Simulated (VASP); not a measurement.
Calculation: PBEsol GGA, VASP's PBE PAW potentials (set 64) (plane waves; VASP 6.6.1).

Input for VASP

File KPOINTS:
```
Automatic
0
Gamma
3 2 1
0 0 0
```

**KPOINTS_OPT**
```
k-points along high-symmetry lines
20
Line-mode
Reciprocal
  0.000000  -0.500000   0.000000 ! Y
  0.000000   0.000000   0.000000 ! GAMMA

  0.000000   0.000000   0.000000 ! GAMMA
 -0.500000   0.000000   0.000000 ! Z

  0.000000   0.000000   0.000000 ! GAMMA
 -0.500000  -0.500000   0.000000 ! T
```

### INCAR
```
# general
SYSTEM =Pt3Ti
PREC   =Accurate
ENCUT  =300
LREAL  =.FALSE.
LASPH  =.TRUE.

# electronic loop
EDIFF  =1E-6
NELM   =100
ALGO   =Normal
LMAXMIX=6

# smearing
ISMEAR =0
SIGMA  =0.136

# functional
GGA    =PS

# ions
ISIF   =2

# output
LWAVE  =.FALSE.
LCHARG =.FALSE.
```

File POSCAR:
```
Pt3Ti
3.920
  1.0000000000   0.0000000000   0.0000000000
  0.0000000000   1.4142135204   0.0000000000
  0.0000000000   0.0000000000   5.1422959184
Ti Pt
2 6
direct
 -0.0211390000   0.6038660000   0.4690280000
  0.0045160000   0.1403060000   0.6003630000
  0.5175980000   0.3857190000   0.3970140000
  0.0068690000   0.1237950000   0.4660280000
  0.4670800000   0.8728760000   0.3941970000
  0.5314570000   0.8925030000   0.5351310000
 -0.0083200000   0.6116020000   0.5997080000
  0.5019400000   0.3693330000   0.5385230000
```

POTCAR, in this order: Ti_sv Pt (PBE.64 set). Program: vasp_std.

Output

File OUTCAR:
```
 ion  position               nearest neighbor table
   1  0.979  0.604  0.469-   3 2.62   7 2.64   4 2.66   8 2.67   6 2.72   8 2.80   3 2.83   5 2.86
                             4 2.89   5 2.92   6 3.00
   2  0.005  0.140  0.600-   7 2.61   8 2.64   8 2.65   6 2.66   4 2.71   6 2.81   7 2.93
   3  0.518  0.386  0.397-   1 2.62   5 2.71   4 2.78   1 2.83   4 2.84   5 2.85   8 2.85
   4  0.007  0.124  0.466-   6 2.66   1 2.66   5 2.70   2 2.71   3 2.78   8 2.78   6 2.80   8 2.81
                             3 2.84   1 2.89   5 2.92
   5  0.467  0.873  0.394-   4 2.70   3 2.71   3 2.85   6 2.85   1 2.86   4 2.92   1 2.92
   6  0.531  0.893  0.535-   8 2.65   2 2.66   4 2.66   7 2.72   1 2.72   4 2.80   2 2.81   5 2.85
                             8 2.90   7 2.93   1 3.00
   7  0.992  0.612  0.600-   2 2.61   1 2.64   8 2.65   8 2.71   6 2.72   2 2.93   6 2.93
   8  0.502  0.369  0.539-   2 2.64   6 2.65   7 2.65   2 2.65   1 2.67   7 2.71   4 2.78   1 2.80
                             4 2.81   3 2.85   6 2.90
  LATTYP: Found a simple orthorhombic cell.
 ALAT       =     3.9200000000
 B/A-ratio  =     1.4142135204
 C/A-ratio  =     5.1422959184
 Subroutine PRICEL returns:
 Original cell was already a primitive cell.
 Subroutine GETGRP returns: Found  1 space group operations
The static configuration has the point symmetry C_1 .
The dynamic configuration has the point symmetry C_1 .
 Subroutine INISYM returns: Found  1 space group operations
 Subroutine IBZKPT returns following result:
 Found      4 irreducible k-points:

 Following reciprocal coordinates:
            Coordinates               Weight
  0.000000  0.000000  0.000000      1.000000
  0.333333  0.000000  0.000000      2.000000
  0.000000  0.500000  0.000000      1.000000
  0.333333  0.500000  0.000000      2.000000
   k-points           NKPTS =      4   k-points in BZ     NKDIM =      4   number of bands    NBANDS=     50
   number of dos      NEDOS =    301   number of ions     NIONS =      8
   total plane-waves  NPLWV =  92160
   dimension x,y,z NGX =    24 NGY =   32 NGZ =  120
   dimension x,y,z NGXF=    48 NGYF=   64 NGZF=  240
   ions per type =               2   6
   PREC   = accura    normal or accurate (medium, high low for compatibility)
   ISTART =      0    job   : 0-new  1-cont  2-samecut
   ICHARG =      2    charge: 1-file 2-atom 10-const
   ISPIN  =      1    spin polarized calculation?
   LNONCOLLINEAR =      F non collinear calculations
   LSORBIT =      F    spin-orbit coupling
   INIWAV =      1    electr: 0-lowe 1-rand  2-diag
   ENCUT  =  300.0 eV  22.05 Ry    4.70 a.u.   5.54  7.83 28.47*2*pi/ulx,y,z
   NELM   =    100;   NELMIN=  2; NELMDL= -5     # of ELM steps
   EDIFF  = 0.1E-05   stopping-criterion for ELM
   LREAL  =      F    real-space projection
   NLSPLINE    = F    spline interpolate recip. space projectors
   LMAXMIX     =    6 max onsite mixed and CHGCAR
   VOSKOWN=      0    Vosko Wilk Nusair interpolation
   EDIFFG = 0.1E-04   stopping-criterion for IOM
   NSW    =      0    number of steps for IOM
   NBLOCK =      1;   KBLOCK =      1    inner block; outer block
   IBRION =     -1    ionic relax: 0-MD 1-quasi-New 2-CG
   NFREE  =      0    steps in history (QN), initial steepest desc. (CG)
   ISIF   =      2    stress and relaxation
   ISYM   =      2    0-nonsym 1-usesym 2-fastsym
   TEIN   =    0.0    initial temperature
   TEBEG  =    0.0;   TEEND  =   0.0 temperature during run
   SMASS  =  -3.00    Nose mass-parameter (am)
   PSTRESS=    0.0 pullay stress
   NELECT =      84.0000    total number of electrons
   EFERMI =   0.00;   METHOD = LEGACY
   ISMEAR =     0;   SIGMA  =   0.14  broadening in eV -4-tet -1-fermi 0-gaus
   IALGO  =     38    algorithm
   LDIAG  =      T    sub-space diagonalisation (order eigenvalues)
   IMIX   =      4    mixing-type and parameters
     AMIX     =   0.40;   BMIX     =  1.00
     AMIX_MAG =   1.60;   BMIX_MAG =  1.00
     AMIN     =   0.10
   GGA     = PS    functional components
   VOSKOWN =     0    Vosko Wilk Nusair interpolation
   LHFCALC =     F    Hartree Fock is set to
...
```

### OSZICAR
```
       N       E                     dE             d eps       ncg     rms          rms(c)
DAV:   1     0.579241919442E+03    0.57924E+03   -0.29603E+04   464   0.977E+02
DAV:   2     0.517459275525E+01   -0.57407E+03   -0.55352E+03   484   0.292E+02
DAV:   3    -0.582024220083E+02   -0.63377E+02   -0.61813E+02   606   0.916E+01
DAV:   4    -0.647250561503E+02   -0.65226E+01   -0.64863E+01   624   0.249E+01
DAV:   5    -0.652600114092E+02   -0.53496E+00   -0.53482E+00   552   0.510E+00    0.270E+01
DAV:   6    -0.662538363708E+02   -0.99382E+00   -0.89118E+01   618   0.378E+01    0.359E+01
DAV:   7    -0.624716031041E+02    0.37822E+01   -0.19827E+02   624   0.792E+01    0.154E+01
DAV:   8    -0.647390155894E+02   -0.22674E+01   -0.63852E+01   550   0.367E+01    0.172E+01
DAV:   9    -0.617815328984E+02    0.29575E+01   -0.70697E+00   516   0.177E+01    0.118E+01
DAV:  10    -0.594250344714E+02    0.23565E+01   -0.68073E+00   606   0.126E+01    0.780E+00
DAV:  11    -0.587795363427E+02    0.64550E+00   -0.11249E+00   632   0.496E+00    0.609E+00
DAV:  12    -0.581941124302E+02    0.58542E+00   -0.73769E-01   616   0.492E+00    0.408E+00
DAV:  13    -0.580312962894E+02    0.16282E+00   -0.19864E-01   640   0.207E+00    0.313E+00
DAV:  14    -0.579003047722E+02    0.13099E+00   -0.25340E-01   640   0.216E+00    0.161E+00
DAV:  15    -0.579032255728E+02   -0.29208E-02   -0.11480E-01   552   0.183E+00    0.168E+00
DAV:  16    -0.579097675828E+02   -0.65420E-02   -0.47150E-01   608   0.293E+00    0.220E+00
DAV:  17    -0.578802909514E+02    0.29477E-01   -0.51251E-02   552   0.952E-01    0.115E+00
DAV:  18    -0.578740857318E+02    0.62052E-02   -0.18251E-02   608   0.542E-01    0.424E-01
DAV:  19    -0.578750739135E+02   -0.98818E-03   -0.17131E-02   662   0.527E-01    0.310E-01
DAV:  20    -0.578747472290E+02    0.32668E-03   -0.22085E-03   528   0.231E-01    0.104E-01
DAV:  21    -0.578755739443E+02   -0.82672E-03   -0.33969E-03   648   0.228E-01    0.250E-01
DAV:  22    -0.578753282412E+02    0.24570E-03   -0.27664E-03   606   0.238E-01    0.517E-02
DAV:  23    -0.578755499459E+02   -0.22170E-03   -0.13943E-04   536   0.502E-02    0.476E-02
DAV:  24    -0.578757483462E+02   -0.19840E-03   -0.19420E-04   536   0.612E-02    0.286E-02
DAV:  25    -0.578758139924E+02   -0.65646E-04   -0.40918E-05   536   0.306E-02    0.877E-03
DAV:  26    -0.578758738322E+02   -0.59840E-04   -0.14275E-05   432   0.175E-02    0.952E-03
DAV:  27    -0.578759195107E+02   -0.45678E-04   -0.10995E-05   400   0.137E-02    0.103E-02
DAV:  28    -0.578759563452E+02   -0.36834E-04   -0.49497E-06   376   0.104E-02    0.469E-03
DAV:  29    -0.578759808172E+02   -0.24472E-04   -0.15879E-06   312   0.642E-03    0.256E-03
DAV:  30    -0.578759971549E+02   -0.16338E-04   -0.13811E-06   320   0.366E-03    0.130E-03
DAV:  31    -0.578760124716E+02   -0.15317E-04   -0.18581E-06   296   0.446E-03    0.554E-03
DAV:  32    -0.578760185646E+02   -0.60930E-05   -0.62660E-07   272   0.358E-03    0.245E-03
DAV:  33    -0.578760210535E+02   -0.24889E-05   -0.29156E-07   278   0.183E-03    0.364E-04
DAV:  34    -0.578760230265E+02   -0.19730E-05   -0.22633E-07   270   0.143E-03    0.139E-03
DAV:  35    -0.578760233778E+02   -0.35136E-06   -0.66081E-08   226   0.117E-03
   1 F= -.57876023E+02 E0= -.57822219E+02  d E =-.107610E+00
       N       E                     dE             ncg
       N       E                     dE             ncg
       N       E                     dE             ncg
       N       E                     dE             ncg
       N       E                     dE             ncg
       N       E                     dE             ncg
       N       E                     dE             ncg
       N       E                     dE             ncg
       N       E                     dE             ncg
       N       E                     dE             ncg
       N       E                     dE             ncg
       N       E                     dE             ncg
       N       E                     dE             ncg
       N       E                     dE             ncg
       N       E                     dE             ncg
```

OUTCAR:
```
------------------------ aborting loop because EDIFF is reached ----------------------------------------
  FORCE on cell =-STRESS in cart. coord.  units (eV):
  Direction    XX          YY          ZZ          XY          YZ          ZX
  --------------------------------------------------------------------------------------
  Total       -8.7634167    -12.8036832     -8.2089482     -0.2859803     -0.3340252     -0.1627395
  in kB      -32.0519011    -46.8290398    -30.0239514     -1.0459635     -1.2216858     -0.5952143
  external PRESSURE =     -36.3016308 kB  Pullay stress =       0.0000000 kB
  volume of cell :      438.06
      direct lattice vectors                 reciprocal lattice vectors
     3.920000000  0.000000000  0.000000000     0.255102041  0.000000000  0.000000000
     0.000000000  5.543717000  0.000000000     0.000000000  0.180384388  0.000000000
     0.000000000  0.000000000 20.157800000     0.000000000  0.000000000  0.049608588
 POSITION                                       TOTAL-FORCE (eV/Angst)
 -----------------------------------------------------------------------------------
      3.83714      3.34766      9.45457         0.342139      0.631948     -1.117993
      0.01770      0.77782     12.10200        -0.031668     -0.309715     -1.712923
      2.02898      2.13832      8.00293        -0.334701      0.160749      0.880779
      0.02693      0.68628      9.39410         0.132663      0.268249     -0.020060
      1.83095      4.83898      7.94614         0.386424     -0.375861      1.138747
      2.08331      4.94778     10.78706        -0.743383     -0.983376      1.022849
      3.88739      3.39055     12.08879         0.544998      0.510941     -0.968864
      1.96760      2.04748     10.85544        -0.296472      0.097064      0.777465
 -----------------------------------------------------------------------------------
    total drift:                                0.001180     -0.000697     -0.000822
  FREE ENERGIE OF THE ION-ELECTRON SYSTEM (eV)
  ---------------------------------------------------
  free  energy   TOTEN  =       -57.8760233778 eV

  energy  without entropy=      -57.7684137804  energy(sigma->0) =      -57.82221858
```
(Selected blocks of OUTCAR.)

At this cut-off the stress carries a Pulay error, which pulls relaxed volumes low. The cell holds a wide vacuum, so values per volume refer to the whole cell.

The cell is a sheet with vacuum, built from a generated structure.
